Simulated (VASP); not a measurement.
Given:

```yaml
crystal:
  lattice:
    - [4.93169, 0.00000, 0.00000]
    - [-2.46584, 4.27097, 0.00000]
    - [0.00000, 0.00000, 24.80155]
  atoms:
    - { symbol: Fe, position: [0.33333, 0.66667, 0.33905], spin: 3.0 }
    - { symbol: Fe, position: [0.66667, 0.33333, 0.41695], spin: 3.0 }
    - { symbol: Fe, position: [0.00000, 0.00000, 0.50000], spin: 3.0 }
    - { symbol: Fe, position: [0.33333, 0.66667, 0.58305], spin: 3.0 }
    - { symbol: Fe, position: [0.66667, 0.33333, 0.66095], spin: 3.0 }
    - { symbol: Ni, position: [0.83241, 0.16759, 0.33867], spin: 0.7 }
    - { symbol: Ni, position: [0.83241, 0.66482, 0.33867], spin: 0.7 }
    - { symbol: Ni, position: [0.33518, 0.16759, 0.33867], spin: 0.7 }
    - { symbol: Ni, position: [0.16633, 0.83367, 0.41909], spin: 0.7 }
    - { symbol: Ni, position: [0.16633, 0.33265, 0.41909], spin: 0.7 }
    - { symbol: Ni, position: [0.66735, 0.83367, 0.41909], spin: 0.7 }
    - { symbol: Ni, position: [0.50000, 0.50000, 0.50000], spin: 0.7 }
    - { symbol: Ni, position: [0.50000, 0.00000, 0.50000], spin: 0.7 }
    - { symbol: Ni, position: [0.00000, 0.50000, 0.50000], spin: 0.7 }
    - { symbol: Ni, position: [0.83367, 0.16633, 0.58091], spin: 0.7 }
    - { symbol: Ni, position: [0.83367, 0.66735, 0.58091], spin: 0.7 }
    - { symbol: Ni, position: [0.33265, 0.16633, 0.58091], spin: 0.7 }
    - { symbol: Ni, position: [0.16759, 0.83241, 0.66133], spin: 0.7 }
    - { symbol: Ni, position: [0.16759, 0.33518, 0.66133], spin: 0.7 }
    - { symbol: Ni, position: [0.66482, 0.83241, 0.66133], spin: 0.7 }
```

Computed with PBEsol GGA, VASP's PBE PAW potentials (set 64) (plane waves; VASP). Settings: PREC = Normal, LREAL = Auto, 400 eV cut-off, 7×7×1 Γ-centred mesh, first-order Methfessel-Paxton smearing of 0.10 eV, potentials Fe Ni.

Problem. Estimate the cell moment, energy per atom (σ→0), band gap (on the k-mesh) with the smallest direct gap where there is one.

Solution. 
The band gap (on the k-mesh) comes out as none (metal, semimetal or under 0.01 eV) and the cell moment comes out as 24.03 μB. The energy per atom (σ→0) comes out as -6601 meV/atom.

Problem. Give the moment on each site (PAW-sphere projection).

Solution. 
| site | moment (μB) |
|---|---|
| Fe1 | 2.91 |
| Fe2 | 2.83 |
| Fe3 | 2.83 |
| Fe4 | 2.83 |
| Fe5 | 2.91 |
| Ni6 | 0.63 |
| Ni7 | 0.63 |
| Ni8 | 0.63 |
| Ni9 | 0.66 |
| Ni10 | 0.66 |
| Ni11 | 0.66 |
| Ni12 | 0.66 |
| Ni13 | 0.66 |
| Ni14 | 0.66 |
| Ni15 | 0.66 |
| Ni16 | 0.66 |
| Ni17 | 0.66 |
| Ni18 | 0.63 |
| Ni19 | 0.63 |
| Ni20 | 0.63 |

The absolute energy has meaning only against runs of the same code, potentials and settings.

The cell is a thin slab with vacuum, built from Ni3Fe (L1_2): (111) face.
